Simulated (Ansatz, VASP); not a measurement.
# Ta3BiC (Ta3BiC antiperovskite): VASP beside Ansatz, part 3 of 3

Aim: how closely do two programs agree when they are given the same cell, functional and k mesh? The cell is generated by rule, not measured, and may not be a known phase. The cell is taken from a series of runs on this material, whose earlier steps may have relaxed, scaled, displaced or heated it; both programs get it as it stands.

VASP 6.6.1 and Ansatz 0.2.0.

So far: The starting structure; Ansatz: zone-centre phonons, PBE; VASP: zone-centre phonons, PBE.

**3. VASP: zone-centre phonons, PBE (continued)**

Level of this step: PBE; plane waves and PAW (Bi_d, Ta_pv, C); invented cell (VASP).

Numbers of over 12 decimals in the logs are rounded to 6 here.

OUTCAR, selected parts (step 3):

```text
ion  position               nearest neighbor table
   1  0.000  0.000  0.000-   2 3.11   3 3.11   4 3.11   3 3.11   4 3.11   2 3.11   4 3.11   4 3.11
                             2 3.11   3 3.11   3 3.11   2 3.11
   2  0.500  0.500  0.000-   5 2.20   5 2.20   4 3.11   1 3.11   3 3.11   4 3.11   3 3.11   1 3.11
                             3 3.11   3 3.11   1 3.11   4 3.11   4 3.11   1 3.11
   3  0.500  0.000  0.500-   5 2.20   5 2.20   4 3.11   1 3.11   1 3.11   2 3.11   2 3.11   4 3.11
                             2 3.11   2 3.11   1 3.11   4 3.11   1 3.11   4 3.11
   4  0.000  0.500  0.500-   5 2.20   5 2.20   3 3.11   1 3.11   1 3.11   2 3.11   1 3.11   3 3.11
                             1 3.11   2 3.11   3 3.11   2 3.11   2 3.11   3 3.11
   5  0.500  0.500  0.500-   2 2.20   3 2.20   4 2.20   2 2.20   3 2.20   4 2.20

  LATTYP: Found a simple cubic cell.
 ALAT       =     4.3958763073

 Subroutine GETGRP returns: Found 48 space group operations
 (whereof 48 operations were pure point group operations)

The static configuration has the point symmetry O_h .

 Found     10 irreducible k-points:

   k-points           NKPTS =     10   k-points in BZ     NKDIM =     10   number of bands    NBANDS=     32

   dimension x,y,z NGX =    36 NGY =   36 NGZ =   36
   dimension x,y,z NGXF=    72 NGYF=   72 NGZF=   72

   ENCUT  =  600.0 eV  44.10 Ry    6.64 a.u.   8.78  8.78  8.78*2*pi/ulx,y,z

   NELECT =      52.0000    total number of electrons

 k-points in reciprocal lattice and weights: Automatic mesh
   0.00000000  0.00000000  0.00000000       0.016
   0.25000000  0.00000000  0.00000000       0.094
   0.50000000  0.00000000  0.00000000       0.047
   0.25000000  0.25000000  0.00000000       0.188
   0.50000000  0.25000000  0.00000000       0.188
   0.50000000  0.50000000  0.00000000       0.047
   0.25000000  0.25000000  0.25000000       0.125
   0.50000000  0.25000000  0.25000000       0.188
   0.50000000  0.50000000  0.25000000       0.094
   0.50000000  0.50000000  0.50000000       0.016

 average (electrostatic) potential at core
       1-103.3899       2 -34.9988       3 -34.9988       4 -34.9988       5 -46.7284

  Total        0.3563196      0.3563196      0.3563196     -0.0000000      0.0000000     -0.0000000
  in kB        6.7206903      6.7206903      6.7206903     -0.0000000      0.0000000     -0.0000000
  external PRESSURE =       6.7206903 kB  Pullay stress =       0.0000000 kB

  energy-cutoff  :      600.00
  volume of cell :       84.94
      direct lattice vectors                 reciprocal lattice vectors
     4.395876307  0.000000000  0.000000000     0.227485928  0.000000000  0.000000000
     0.000000000  4.395876307  0.000000000     0.000000000  0.227485928  0.000000000
     0.000000000  0.000000000  4.395876307     0.000000000  0.000000000  0.227485928

 POSITION                                       TOTAL-FORCE (eV/Angst)
 -----------------------------------------------------------------------------------
      0.00000      0.00000      0.00000         0.000000      0.000000      0.000000
      2.19794      2.19794      0.00000         0.000000      0.000000      0.000000
      2.19794      0.00000      2.19794         0.000000      0.000000      0.000000
      0.00000      2.19794      2.19794         0.000000      0.000000      0.000000
      2.19794      2.19794      2.19794         0.000000      0.000000      0.000000
 -----------------------------------------------------------------------------------
    total drift:                                0.000000      0.000000      0.000000

 Eigenvectors and eigenvalues of the dynamical matrix
 ----------------------------------------------------

   1 f  =   17.744208 THz   111.490144 2PiTHz  591.883055 cm-1    73.384113 meV
             X         Y         Z           dx          dy          dz
      0.000000  0.000000  0.000000    -0.000064   -0.015892    0.000000
      2.197938  2.197938  0.000000     0.000028    0.006912   -0.000000
      2.197938  0.000000  2.197938     0.000028   -0.246449   -0.000000
      0.000000  2.197938  2.197938    -0.000997    0.006912    0.000000
      2.197938  2.197938  2.197938     0.003922    0.968968   -0.000000

   2 f  =   17.744208 THz   111.490144 2PiTHz  591.883055 cm-1    73.384113 meV
             X         Y         Z           dx          dy          dz
      0.000000  0.000000  0.000000     0.015892   -0.000064    0.000000
      2.197938  2.197938  0.000000    -0.006912    0.000028   -0.000000
      2.197938  0.000000  2.197938    -0.006912   -0.000997   -0.000000
      0.000000  2.197938  2.197938     0.246449    0.000028   -0.000000
      2.197938  2.197938  2.197938    -0.968968    0.003922    0.000000

   3 f  =   17.744208 THz   111.490144 2PiTHz  591.883055 cm-1    73.384113 meV
             X         Y         Z           dx          dy          dz
      0.000000  0.000000  0.000000    -0.000000   -0.000000   -0.015892
      2.197938  2.197938  0.000000     0.000000    0.000000   -0.246451
      2.197938  0.000000  2.197938     0.000000   -0.000000    0.006912
      0.000000  2.197938  2.197938    -0.000000    0.000000    0.006912
      2.197938  2.197938  2.197938     0.000000    0.000000    0.968976

   4 f  =    3.823320 THz    24.022630 2PiTHz  127.532240 cm-1    15.811975 meV
             X         Y         Z           dx          dy          dz
      0.000000  0.000000  0.000000    -0.288862   -0.585048    0.015677
      2.197938  2.197938  0.000000     0.220055    0.445689    0.006454
      2.197938  0.000000  2.197938     0.220055   -0.240868   -0.011943
      0.000000  2.197938  2.197938    -0.118926    0.445689   -0.011943
      2.197938  2.197938  2.197938    -0.038125   -0.077216    0.002069

   5 f  =    3.823320 THz    24.022630 2PiTHz  127.532240 cm-1    15.811975 meV
             X         Y         Z           dx          dy          dz
      0.000000  0.000000  0.000000    -0.584959    0.289169    0.013091
      2.197938  2.197938  0.000000     0.445621   -0.220289    0.005390
      2.197938  0.000000  2.197938     0.445621    0.119053   -0.009973
      0.000000  2.197938  2.197938    -0.240831   -0.220289   -0.009973
      2.197938  2.197938  2.197938    -0.077205    0.038165    0.001728

   6 f  =    3.823320 THz    24.022630 2PiTHz  127.532240 cm-1    15.811975 meV
             X         Y         Z           dx          dy          dz
      0.000000  0.000000  0.000000    -0.018681   -0.008257   -0.652342
      2.197938  2.197938  0.000000     0.014231    0.006290   -0.268573
      2.197938  0.000000  2.197938     0.014231   -0.003400    0.496954
      0.000000  2.197938  2.197938    -0.007691    0.006290    0.496954
      2.197938  2.197938  2.197938    -0.002466   -0.001090   -0.086098

   7 f  =    2.875731 THz    18.068749 2PiTHz   95.924053 cm-1    11.893061 meV
             X         Y         Z           dx          dy          dz
      0.000000  0.000000  0.000000     0.000000    0.000000   -0.000000
      2.197938  2.197938  0.000000    -0.004070    0.020260    0.000000
      2.197938  0.000000  2.197938     0.004070   -0.000000    0.706805
      0.000000  2.197938  2.197938    -0.000000   -0.020260   -0.706805
      2.197938  2.197938  2.197938    -0.000000   -0.000000    0.000000

   8 f  =    2.875731 THz    18.068749 2PiTHz   95.924053 cm-1    11.893061 meV
             X         Y         Z           dx          dy          dz
      0.000000  0.000000  0.000000    -0.000000    0.000000   -0.000000
      2.197938  2.197938  0.000000     0.072784   -0.703050    0.000000
      2.197938  0.000000  2.197938    -0.072784   -0.000000    0.020571
      0.000000  2.197938  2.197938     0.000000    0.703050   -0.020571
      2.197938  2.197938  2.197938     0.000000   -0.000000    0.000000

   9 f  =    2.875731 THz    18.068749 2PiTHz   95.924053 cm-1    11.893061 meV
             X         Y         Z           dx          dy          dz
      0.000000  0.000000  0.000000    -0.000000    0.000000    0.000000
      2.197938  2.197938  0.000000    -0.703339   -0.072871   -0.000000
      2.197938  0.000000  2.197938     0.703339   -0.000000   -0.001961
      0.000000  2.197938  2.197938     0.000000    0.072871    0.001961
      2.197938  2.197938  2.197938     0.000000   -0.000000   -0.000000

  10 f  =    2.827250 THz    17.764136 2PiTHz   94.306912 cm-1    11.692562 meV
             X         Y         Z           dx          dy          dz
      0.000000  0.000000  0.000000    -0.004381    0.545941   -0.016567
      2.197938  2.197938  0.000000    -0.001018    0.126822    0.024102
      2.197938  0.000000  2.197938    -0.001018   -0.794244   -0.003849
      0.000000  2.197938  2.197938     0.006373    0.126822   -0.003849
      2.197938  2.197938  2.197938     0.001564   -0.194865    0.005913

  11 f  =    2.827250 THz    17.764136 2PiTHz   94.306912 cm-1    11.692562 meV
             X         Y         Z           dx          dy          dz
      0.000000  0.000000  0.000000     0.546192    0.004383   -0.000000
      2.197938  2.197938  0.000000     0.126881    0.001018    0.000000
      2.197938  0.000000  2.197938     0.126881   -0.006376   -0.000000
      0.000000  2.197938  2.197938    -0.794610    0.001018   -0.000000
      2.197938  2.197938  2.197938    -0.194955   -0.001564    0.000000

  12 f  =    2.827250 THz    17.764136 2PiTHz   94.306912 cm-1    11.692562 meV
             X         Y         Z           dx          dy          dz
      0.000000  0.000000  0.000000     0.000133   -0.016567   -0.545958
      2.197938  2.197938  0.000000     0.000031   -0.003848    0.794270
      2.197938  0.000000  2.197938     0.000031    0.024102   -0.126826
      0.000000  2.197938  2.197938    -0.000193   -0.003848   -0.126826
      2.197938  2.197938  2.197938    -0.000047    0.005913    0.194871

  13 f/i=    0.006882 THz     0.043243 2PiTHz    0.229568 cm-1     0.028463 meV
             X         Y         Z           dx          dy          dz
      0.000000  0.000000  0.000000     0.020173   -0.524431    0.000000
      2.197938  2.197938  0.000000     0.018698   -0.486105    0.000000
      2.197938  0.000000  2.197938     0.018698   -0.485042    0.000000
      0.000000  2.197938  2.197938     0.018658   -0.486105    0.000000
      2.197938  2.197938  2.197938     0.004809   -0.125033    0.000000

  14 f/i=    0.006882 THz     0.043243 2PiTHz    0.229568 cm-1     0.028463 meV
             X         Y         Z           dx          dy          dz
      0.000000  0.000000  0.000000     0.524431    0.020173   -0.000000
      2.197938  2.197938  0.000000     0.486105    0.018698    0.000000
      2.197938  0.000000  2.197938     0.486105    0.018658    0.000000
      0.000000  2.197938  2.197938     0.485042    0.018698    0.000000
      2.197938  2.197938  2.197938     0.125033    0.004809    0.000000

  15 f/i=    0.006882 THz     0.043243 2PiTHz    0.229568 cm-1     0.028463 meV
             X         Y         Z           dx          dy          dz
      0.000000  0.000000  0.000000     0.000000   -0.000000   -0.524819
      2.197938  2.197938  0.000000     0.000000   -0.000000   -0.485400
      2.197938  0.000000  2.197938     0.000000   -0.000000   -0.486464
      0.000000  2.197938  2.197938     0.000000   -0.000000   -0.486464
      2.197938  2.197938  2.197938     0.000000   -0.000000   -0.125125

 ELASTIC MODULI CONTR FROM IONIC RELAXATION (kBar)
 Direction    XX          YY          ZZ          XY          YZ          ZX
 --------------------------------------------------------------------------------
 XX           0.0000      0.0000      0.0000      0.0000      0.0000      0.0000
 YY           0.0000      0.0000      0.0000      0.0000      0.0000      0.0000
 ZZ           0.0000      0.0000      0.0000      0.0000      0.0000      0.0000
 XY           0.0000      0.0000      0.0000      0.0000      0.0000      0.0000
 YZ           0.0000      0.0000      0.0000      0.0000      0.0000      0.0000
 ZX           0.0000      0.0000      0.0000      0.0000      0.0000      0.0000
 --------------------------------------------------------------------------------
```

**4. Differences**

Known differences besides the potentials themselves: VASP's run holds the zone centre alone; the data sets hold 58 valence electrons in Ansatz (on its default PAW (the set named soft_2) files) and 52 in VASP; the cutoff is 420 eV in Ansatz and 600 eV in VASP. Total energies have different zeros and are not compared.

The two programs side by side:

| quantity | Ansatz | VASP | difference |
| --- | --- | --- | --- |
| optical mode 1 to 3 (cm⁻¹) | 94.7 | 94.3 | +0.44 % |
| optical mode 4 to 6 (cm⁻¹) | 96.2 | 95.9 | +0.24 % |
| optical mode 7 to 9 (cm⁻¹) | 127.3 | 127.5 | -0.16 % |
| optical mode 10 to 12 (cm⁻¹) | 591.1 | 591.9 | -0.14 % |

Modes are paired by rising frequency, not by their patterns, so a pair may set unlike modes beside each other; they are those without the splitting of longitudinal modes.

**5. Results**

```json
{
 "r.m.s. difference of the optical zone-centre modes, each program's sorted by frequency (zone-centre phonons, PBE)": "0.48 cm⁻¹"
}
```

In words: The r.m.s. difference of the optical zone-centre modes, each program's sorted by frequency is 0.48 cm⁻¹ (zone-centre phonons, PBE). The data sets hold unlike numbers of valence electrons (58 in Ansatz and 52 in VASP), so part of the differences comes from the potentials. How closely two codes agree says nothing of how well the functional describes the real material.

[Lines on the potential files, build, host, timing and source positions are cut from VASP's logs without a mark.]

[Logs are printed without paths, hosts, clocks, repeated set-up lines and the standing remarks that a program may print on its own settings, such as how far it seeks lower states.]

[Hosts, paths, dates, database ids (printed as entryN), source tags and the programs' standing remarks are cut or masked in the printed files.]
